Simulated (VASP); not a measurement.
OSZICAR of a VASP run on InSb (zinc blende):

OSZICAR:
```
       N       E                     dE             d eps       ncg     rms          rms(c)
DAV:   1     0.112364313625E+03    0.11236E+03   -0.81362E+03   416   0.138E+03
DAV:   2     0.483819999740E+00   -0.11188E+03   -0.10877E+03   431   0.302E+02
DAV:   3    -0.686303925266E+01   -0.73469E+01   -0.72116E+01   546   0.859E+01
DAV:   4    -0.706802813621E+01   -0.20499E+00   -0.20491E+00   491   0.171E+01
DAV:   5    -0.707729430414E+01   -0.92662E-02   -0.92660E-02   611   0.299E+00    0.440E+00
DAV:   6    -0.696393907305E+01    0.11336E+00   -0.20970E-01   565   0.833E+00    0.251E+00
DAV:   7    -0.694683965819E+01    0.17099E-01   -0.80321E-02   550   0.332E+00    0.661E-01
DAV:   8    -0.694722588466E+01   -0.38623E-03   -0.85092E-03   561   0.129E+00    0.306E-01
DAV:   9    -0.694784489828E+01   -0.61901E-03   -0.98786E-04   471   0.311E-01    0.709E-02
DAV:  10    -0.694787317873E+01   -0.28280E-04   -0.40041E-05   536   0.504E-02    0.395E-02
DAV:  11    -0.694791239956E+01   -0.39221E-04   -0.70800E-05   451   0.676E-02    0.247E-02
DAV:  12    -0.694791330859E+01   -0.90903E-06   -0.10952E-06   388   0.105E-02
   1 F= -.69479133E+01 E0= -.69477348E+01  d E =-.694791E+01
       N       E                     dE             d eps       ncg     rms          rms(c)
DAV:   1    -0.834764219497E+01   -0.13997E+01   -0.39781E+01   521   0.139E+02    0.663E+00
DAV:   2    -0.722562628054E+01    0.11220E+01   -0.23111E+00   501   0.323E+01    0.280E+00
DAV:   3    -0.699634411312E+01    0.22928E+00   -0.82621E-01   551   0.176E+01    0.102E+00
DAV:   4    -0.699242085690E+01    0.39233E-02   -0.26763E-02   456   0.192E+00    0.653E-01
DAV:   5    -0.698888711491E+01    0.35337E-02   -0.26168E-03   502   0.443E-01    0.399E-01
DAV:   6    -0.698824099757E+01    0.64612E-03   -0.10814E-03   491   0.420E-01    0.456E-02
DAV:   7    -0.698826013362E+01   -0.19136E-04   -0.14924E-04   534   0.231E-01    0.394E-02
DAV:   8    -0.698826577719E+01   -0.56436E-05   -0.57243E-05   446   0.130E-01    0.569E-03
DAV:   9    -0.698826591232E+01   -0.13512E-06   -0.19998E-06   409   0.169E-02
   2 F= -.69882659E+01 E0= -.69880874E+01  d E =-.403526E-01
       N       E                     dE             d eps       ncg     rms          rms(c)
DAV:   1    -0.708808819636E+01   -0.99822E-01   -0.23904E+00   516   0.295E+01    0.194E+00
DAV:   2    -0.700610996688E+01    0.81978E-01   -0.18997E-01   501   0.983E+00    0.681E-01
DAV:   3    -0.699334080562E+01    0.12769E-01   -0.38979E-02   541   0.388E+00    0.372E-01
DAV:   4    -0.699310303802E+01    0.23777E-03   -0.11685E-03   421   0.324E-01    0.254E-01
DAV:   5    -0.699291513399E+01    0.18790E-03   -0.22900E-04   485   0.142E-01    0.106E-01
DAV:   6    -0.699291603495E+01   -0.90095E-06   -0.66505E-05   621   0.802E-02    0.205E-02
DAV:   7    -0.699291383262E+01    0.22023E-05   -0.48950E-06   481   0.335E-02    0.344E-03
DAV:   8    -0.699291362041E+01    0.21221E-06   -0.92091E-07   303   0.160E-02
   3 F= -.69929136E+01 E0= -.69927351E+01  d E =-.450003E-01
```

**Question.** Which electronic solver shows in the log?

**Answer.** It is blocked Davidson (ALGO = Normal, or the opening steps of other solvers). The INCAR had ALGO = Normal.

**Question.** Can the final energy be trusted as converged?

**Answer.** The calculation finished and met its thresholds. It stopped with EDIFF = 1E-6, NELM = 100, NSW = 60 and EDIFFG = -0.01 after 3 ionic steps (PW91 GGA, plane waves, VASP's PBE PAW potentials (set 64)). Energy and stress use the plane-wave basis of the starting cell.

The compound is InSb in the zinc blende structure. This run relaxes it. Symmetry was kept, so distortions that lower it aren't found.
